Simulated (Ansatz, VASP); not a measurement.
**Cross-check of AlNi between VASP and Ansatz**

Wanted: the spread between two codes on one cell, functional and k mesh. The cell is taken from a series of runs on this material, whose earlier steps may have relaxed, scaled, displaced or heated it; both programs get it as it stands.

Calculated with Ansatz 0.2.0; plane waves, with VASP 6.6.1 beside it; zone-centre phonons at PBEsol.

## Step 1: The starting structure

The structure is tetragonal, space group P4/mmm (No. 123). The conventional cell has a = 2.907 Å, b = 2.907 Å, c = 2.747 Å, α = 90.00°, β = 90.00°, γ = 90.00°. Nearest to Al lie 8 Ni at 2.47 Å and 2 Al at 2.75 Å. Ni has 8 Al at 2.47 Å and 2 Ni at 2.75 Å nearest. Farther neighbours are not listed.

## Step 2: VASP: zone-centre phonons, PBEsol

Second derivatives magnify differences that forces hide, and they need a tight electronic threshold.

Lines of VASP's logs that name or quote its potential files are left out, and so is its time.

The input, INCAR:

```
SYSTEM = AlNi
PREC = Accurate
ENCUT = 600
EDIFF = 1E-08
NELM = 120
ISMEAR = 1
SIGMA = 0.2
LREAL = .FALSE.
ALGO = Normal
GGA = PS
NBANDS = 12
LASPH = .TRUE.
LORBIT = 11
LWAVE = .FALSE.
LCHARG = .FALSE.
ISIF = 2
IBRION = 8
GGA_COMPAT = .FALSE.
KPAR = 2
```

The input, POSCAR:

```
AlNi
1.0
    2.9073371718      0.0000000000      0.0000000000
    0.0000000000      2.9073371718      0.0000000000
    0.0000000000      0.0000000000      2.7472695225
Al Ni
1 1
Direct
    0.0000000000      0.0000000000      0.0000000000
    0.5000000000      0.5000000000      0.5000000000
```

The input, KPOINTS:

```
Automatic mesh
0
Gamma
16 16 16
0 0 0
```

PAW data sets: Al and Ni (PBE family, release 64).

The run is started by

```
$ mpirun -np 2 vasp_std
```

Numbers of over 12 decimals in the logs are rounded to 6 here.

What it wrote:

```text
[banner, memory and clock lines left out]
running    2 mpi-ranks, on    1 nodes
 distrk:  each k-point on    1 cores,    2 groups
 distr:  one band on    1 cores,    1 groups

 POSCAR found type information on POSCAR AlNi
 POSCAR found :  2 types and       2 ions
|                                                                             |
|               ----> ADVICE to this user running VASP <----                  |
|                                                                             |
|     You enforced a specific xc type in the INCAR file but a different       |
|     [... a line on the potential file left out ...]
|     I HOPE YOU KNOW WHAT YOU ARE DOING!                                     |
|                                                                             |

 LDA part: xc-table for (Slater+PW92), standard interpolation
 POSCAR, INCAR and KPOINTS ok, starting setup
 FFT: planning ... GRIDC
 FFT: planning ... GRID_SOFT
 FFT: planning ... GRID
 WAVECAR not read
 entering main loop
       N       E                     dE             d eps       ncg     rms          rms(c)
DAV:   1     0.437831632929E+02    0.43783E+02   -0.61650E+03  9840   0.129E+03
DAV:   2    -0.114773336197E+02   -0.55260E+02   -0.51113E+02 10024   0.208E+02
DAV:   3    -0.132179111840E+02   -0.17406E+01   -0.17185E+01 11748   0.428E+01
DAV:   4    -0.132435116642E+02   -0.25600E-01   -0.25590E-01 10808   0.469E+00
DAV:   5    -0.132442764797E+02   -0.76482E-03   -0.76480E-03 11708   0.902E-01    0.130E+01
DAV:   6    -0.152865591828E+02   -0.20423E+01   -0.54792E+01 10788   0.119E+02    0.163E+01
DAV:   7    -0.116017388849E+02    0.36848E+01   -0.15858E+01 10924   0.703E+01    0.116E+00
DAV:   8    -0.115849281028E+02    0.16811E-01   -0.37763E-01 11876   0.732E+00    0.101E+00
DAV:   9    -0.115699406321E+02    0.14987E-01   -0.47594E-02 11788   0.316E+00    0.218E-01
DAV:  10    -0.115694287075E+02    0.51192E-03   -0.17425E-03 12364   0.623E-01    0.892E-02
DAV:  11    -0.115694244474E+02    0.42600E-05   -0.62382E-05 12844   0.876E-02    0.223E-02
DAV:  12    -0.115694231590E+02    0.12884E-05   -0.57538E-06 12708   0.378E-02    0.440E-03
DAV:  13    -0.115694227630E+02    0.39597E-06   -0.24452E-07 13884   0.664E-03    0.113E-03
DAV:  14    -0.115694227591E+02    0.39447E-08   -0.13206E-08  6856   0.148E-03
   1 F= -.11569423E+02 E0= -.11569321E+02  d E =-.305230E-03
 Linear response reoptimize wavefunctions to high precision
DAV:   1    -0.115694227754E+02   -0.16305E-07   -0.46763E-09 10912   0.121E-03
DAV:   2    -0.115694227754E+02    0.93223E-11   -0.56780E-11  5596   0.729E-05
 Linear response DOF=           4
 Linear response progress:
  Degree of freedom:   1/  4
       N       E                     dE             d eps       ncg     rms          rms(c)
RMM:   1    -0.618445633911E-02   -0.61845E-02    0.40091E-03 39112   0.674E-01
RMM:   2    -0.584675802718E-02    0.33770E-03   -0.87998E-05 26470   0.246E-01    0.624E-02
RMM:   3    -0.583707269554E-02    0.96853E-05   -0.12228E-04 28552   0.881E-02    0.305E-02
RMM:   4    -0.591463611481E-02   -0.77563E-04   -0.47200E-05 28513   0.523E-02    0.626E-03
RMM:   5    -0.592103307884E-02   -0.63970E-05   -0.27944E-06 28957   0.124E-02    0.166E-03
RMM:   6    -0.592141103990E-02   -0.37796E-06   -0.12827E-07 28726   0.292E-03    0.871E-04
RMM:   7    -0.592136257601E-02    0.48464E-07   -0.16198E-08 27214   0.131E-03    0.696E-04
RMM:   8    -0.592127053664E-02    0.92039E-07   -0.32299E-09 30239   0.424E-04    0.231E-04
RMM:   9    -0.592152060071E-02   -0.25006E-06   -0.29875E-10 30477   0.128E-04    0.134E-05
RMM:  10    -0.592148637033E-02    0.34230E-07   -0.35143E-11 30651   0.434E-05    0.737E-06
RMM:  11    -0.592150447344E-02   -0.18103E-07   -0.22413E-11 30615   0.180E-05    0.222E-06
RMM:  12    -0.592150204581E-02    0.24276E-08    0.61103E-11 30329   0.702E-06    0.868E-07
 first order change of Fermi-energy   0.39470E-04
 force on displaced ion       1 direction 1 :  -6.479   0.000   0.000
 Linear response progress:
  Degree of freedom:   2/  4
       N       E                     dE             d eps       ncg     rms          rms(c)
RMM:   1    -0.515494231001E-02   -0.51549E-02    0.12626E-04 21374   0.575E-01
RMM:   2    -0.491772049335E-02    0.23722E-03   -0.15299E-04 14921   0.201E-01    0.526E-02
RMM:   3    -0.491984888120E-02   -0.21284E-05   -0.72884E-05 15852   0.680E-02    0.276E-02
RMM:   4    -0.498652313957E-02   -0.66674E-04   -0.29880E-05 15795   0.422E-02    0.544E-03
RMM:   5    -0.499272299795E-02   -0.61999E-05   -0.15694E-06 16164   0.980E-03    0.202E-03
RMM:   6    -0.499378380002E-02   -0.10608E-05   -0.64113E-08 14659   0.355E-03    0.104E-03
RMM:   7    -0.499381079444E-02   -0.26994E-07   -0.20271E-08 14383   0.209E-03    0.385E-04
RMM:   8    -0.499365545969E-02    0.15533E-06   -0.51030E-09 16854   0.561E-04    0.227E-04
RMM:   9    -0.499388548409E-02   -0.23002E-06   -0.59339E-10 16830   0.145E-04    0.442E-05
RMM:  10    -0.499386148606E-02    0.23998E-07   -0.37384E-11 16788   0.533E-05    0.129E-05
RMM:  11    -0.499387321584E-02   -0.11730E-07   -0.47264E-11 16982   0.188E-05    0.586E-06
RMM:  12    -0.499387251281E-02    0.70303E-09   -0.32456E-11 16611   0.715E-06    0.116E-06
 first order change of Fermi-energy  -0.21537E-03
 force on displaced ion       1 direction 3 :   0.000   0.000  -6.330
 Linear response progress:
  Degree of freedom:   3/  4
       N       E                     dE             d eps       ncg     rms          rms(c)
RMM:   1    -0.187199929650E+00   -0.18720E+00   -0.99805E-02 25771   0.267E+00
RMM:   2    -0.185655583837E+00    0.15443E-02   -0.16788E-03 25884   0.506E-01    0.136E-01
RMM:   3    -0.185678634160E+00   -0.23050E-04   -0.13040E-04 27756   0.977E-02    0.803E-02
RMM:   4    -0.186143727269E+00   -0.46509E-03   -0.18684E-04 29761   0.106E-01    0.545E-03
RMM:   5    -0.186120193418E+00    0.23534E-04   -0.34981E-06 30442   0.196E-02    0.331E-03
RMM:   6    -0.186112711655E+00    0.74818E-05   -0.23816E-07 28232   0.571E-03    0.231E-03
RMM:   7    -0.186102642604E+00    0.10069E-04   -0.98911E-08 28731   0.378E-03    0.491E-04
RMM:   8    -0.186097035120E+00    0.56075E-05   -0.11112E-08 31385   0.926E-04    0.888E-05
RMM:   9    -0.186096290614E+00    0.74451E-06   -0.14575E-09 31715   0.214E-04    0.231E-05
RMM:  10    -0.186096106775E+00    0.18384E-06   -0.61795E-10 32318   0.598E-05    0.113E-05
RMM:  11    -0.186096153002E+00   -0.46227E-07   -0.65234E-10 31827   0.281E-05    0.210E-06
RMM:  12    -0.186096144214E+00    0.87882E-08   -0.55612E-10 32380   0.139E-05    0.755E-07
 first order change of Fermi-energy   0.54495E-03
 force on displaced ion       2 direction 1 :  -6.488   0.000   0.000
 Linear response progress:
  Degree of freedom:   4/  4
       N       E                     dE             d eps       ncg     rms          rms(c)
RMM:   1    -0.184568834566E+00   -0.18457E+00   -0.96356E-02 14357   0.266E+00
RMM:   2    -0.183460425462E+00    0.11084E-02   -0.17239E-03 14431   0.488E-01    0.129E-01
RMM:   3    -0.183385716592E+00    0.74709E-04   -0.12430E-04 15408   0.980E-02    0.768E-02
RMM:   4    -0.183724538470E+00   -0.33882E-03   -0.21070E-04 16443   0.115E-01    0.678E-03
RMM:   5    -0.183716116511E+00    0.84220E-05   -0.40564E-06 16801   0.218E-02    0.478E-03
RMM:   6    -0.183704371956E+00    0.11745E-04   -0.16785E-07 15256   0.504E-03    0.300E-03
RMM:   7    -0.183693255435E+00    0.11117E-04   -0.75214E-08 14454   0.334E-03    0.510E-04
RMM:   8    -0.183688324271E+00    0.49312E-05   -0.21315E-08 17318   0.122E-03    0.185E-04
RMM:   9    -0.183687274633E+00    0.10496E-05   -0.67377E-09 16993   0.585E-04    0.676E-05
RMM:  10    -0.183687389484E+00   -0.11485E-06   -0.11803E-09 17192   0.202E-04    0.268E-05
RMM:  11    -0.183687067945E+00    0.32154E-06   -0.57366E-10 17792   0.589E-05    0.535E-06
RMM:  12    -0.183687100716E+00   -0.32771E-07   -0.54789E-10 17833   0.246E-05    0.148E-06
RMM:  13    -0.183687102366E+00   -0.16506E-08   -0.56482E-10 17175   0.128E-05    0.691E-07
 first order change of Fermi-energy   0.27325E-02
 force on displaced ion       2 direction 3 :  -0.000  -0.000  -6.330
 Linear response finished
```

Parts of OUTCAR (step 2):

```text
ion  position               nearest neighbor table
   1  0.000  0.000  0.000-   2 2.47   2 2.47   2 2.47   2 2.47   2 2.47   2 2.47   2 2.47   2 2.47

  LATTYP: Found a simple tetragonal cell.
 ALAT       =     2.9073371718
 C/A-ratio  =     0.9449435549

 Subroutine GETGRP returns: Found 16 space group operations
 (whereof 16 operations were pure point group operations)

The static configuration has the point symmetry D_4h.

 Found    405 irreducible k-points:

   k-points           NKPTS =    405   k-points in BZ     NKDIM =    405   number of bands    NBANDS=     12

   dimension x,y,z NGX =    24 NGY =   24 NGZ =   24
   dimension x,y,z NGXF=    48 NGYF=   48 NGZF=   48

   ENCUT  =  600.0 eV  44.10 Ry    6.64 a.u.   5.81  5.81  5.49*2*pi/ulx,y,z

   NELECT =      13.0000    total number of electrons

 k-points in reciprocal lattice and weights: Automatic mesh
   0.00000000  0.00000000  0.00000000       0.000
   0.06250000  0.00000000  0.00000000       0.001
   0.12500000  0.00000000  0.00000000       0.001
   0.18750000  0.00000000  0.00000000       0.001
   0.25000000  0.00000000  0.00000000       0.001
   0.31250000  0.00000000  0.00000000       0.001
   0.37500000  0.00000000  0.00000000       0.001
   0.43750000  0.00000000  0.00000000       0.001
   0.50000000  0.00000000  0.00000000       0.000
[...]
0.50000000  0.43750000  0.50000000       0.001
   0.50000000  0.50000000  0.50000000       0.000

 average (electrostatic) potential at core
       1 -69.3755       2 -81.0064

  Total        0.0155657      0.0155657      0.8409827      0.0000000      0.0000000      0.0000000
  in kB        1.0739601      1.0739601     58.0237227      0.0000000      0.0000000      0.0000000
  external PRESSURE =      20.0572143 kB  Pullay stress =       0.0000000 kB

  energy-cutoff  :      600.00
  volume of cell :       23.22
      direct lattice vectors                 reciprocal lattice vectors
     2.907337172  0.000000000  0.000000000     0.343957354  0.000000000  0.000000000
     0.000000000  2.907337172  0.000000000     0.000000000  0.343957354  0.000000000
     0.000000000  0.000000000  2.747269522     0.000000000  0.000000000  0.363997777

 POSITION                                       TOTAL-FORCE (eV/Angst)
 -----------------------------------------------------------------------------------
      0.00000      0.00000      0.00000         0.000000      0.000000      0.000000
      1.45367      1.45367      1.37363         0.000000      0.000000      0.000000
 -----------------------------------------------------------------------------------
    total drift:                                0.000000     -0.000000     -0.000000

 Eigenvectors and eigenvalues of the dynamical matrix
 ----------------------------------------------------

   1 f  =    9.258000 THz    58.169729 2PiTHz  308.813634 cm-1    38.287994 meV
             X         Y         Z           dx          dy          dz
      0.000000  0.000000  0.000000     0.827509   -0.000000   -0.000000
      1.453669  1.453669  1.373635    -0.561453   -0.000000    0.000000

   2 f  =    9.258000 THz    58.169729 2PiTHz  308.813634 cm-1    38.287994 meV
             X         Y         Z           dx          dy          dz
      0.000000  0.000000  0.000000    -0.000000   -0.827509   -0.000000
      1.453669  1.453669  1.373635    -0.000000    0.561453    0.000000

   3 f  =    9.148387 THz    57.481013 2PiTHz  305.157355 cm-1    37.834673 meV
             X         Y         Z           dx          dy          dz
      0.000000  0.000000  0.000000     0.000000   -0.000000    0.827685
      1.453669  1.453669  1.373635     0.000000    0.000000   -0.561193

   4 f/i=    0.000003 THz     0.000021 2PiTHz    0.000113 cm-1     0.000014 meV
             X         Y         Z           dx          dy          dz
      0.000000  0.000000  0.000000     0.000000    0.000000   -0.561193
      1.453669  1.453669  1.373635     0.000000    0.000000   -0.827685

   5 f/i=    0.002906 THz     0.018260 2PiTHz    0.096939 cm-1     0.012019 meV
             X         Y         Z           dx          dy          dz
      0.000000  0.000000  0.000000     0.520046    0.211617    0.000000
      1.453669  1.453669  1.373635     0.766480    0.311896    0.000000

   6 f/i=    0.002906 THz     0.018260 2PiTHz    0.096939 cm-1     0.012019 meV
             X         Y         Z           dx          dy          dz
      0.000000  0.000000  0.000000     0.211617   -0.520046   -0.000000
      1.453669  1.453669  1.373635     0.311896   -0.766480    0.000000

 ELASTIC MODULI CONTR FROM IONIC RELAXATION (kBar)
 Direction    XX          YY          ZZ          XY          YZ          ZX
 --------------------------------------------------------------------------------
 XX           0.0000      0.0000      0.0000      0.0000      0.0000      0.0000
 YY           0.0000      0.0000      0.0000      0.0000      0.0000      0.0000
 ZZ           0.0000      0.0000      0.0000      0.0000      0.0000      0.0000
 XY           0.0000      0.0000      0.0000      0.0000      0.0000      0.0000
 YZ           0.0000      0.0000      0.0000      0.0000      0.0000      0.0000
 ZX           0.0000      0.0000      0.0000      0.0000      0.0000      0.0000
 --------------------------------------------------------------------------------
```

This run has no spin polarisation, so a moment on Ni, if there is one, isn't seen. Its electron count is odd, so without a moment it is a metal by construction.

(Continued in part 2 of 2.)

[Lines on the potential files, build, host, timing and source positions are cut from VASP's logs without a mark.]

[Logs are printed without paths, hosts, clocks, repeated set-up lines and the standing remarks that a program may print on its own settings, such as how far it seeks lower states.]

[Hosts, paths, dates, database ids (printed as entryN), source tags and the programs' standing remarks are cut or masked in the printed files.]
